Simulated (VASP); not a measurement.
Given:

```
CELL_PARAMETERS angstrom
      2.34660    -3.67380     0.00000
      2.34660     3.67380     0.00000
      0.00000     0.00000     6.14928
ATOMIC_POSITIONS crystal
  Ag 0.33184 0.66816 0.88331
  Ag 0.66816 0.33184 0.11669
  Ag 0.16816 0.83184 0.38331
  Ag 0.83184 0.16816 0.61669
  S  0.00000 0.00000 0.00000
  S  0.50000 0.50000 0.50000
```

These are PBEsol GGA, VASP's PBE PAW potentials (set 64) (plane waves; VASP) values and carry that method's errors. Run with 400 eV cut-off, 6×6×4 Γ-centred mesh, tetrahedra with Blöchl corrections, potentials Ag S.

Q: Estimate the energy per atom (σ→0).

A: 
```
Property                        Value
---------------------  --------------
energy per atom (σ→0)  -3.646 eV/atom
```

The structure comes from a computed database's Ag2S entry (Cmce); how it stands against other phases isn't given here. It was relaxed first, which changed the volume by -10 %.
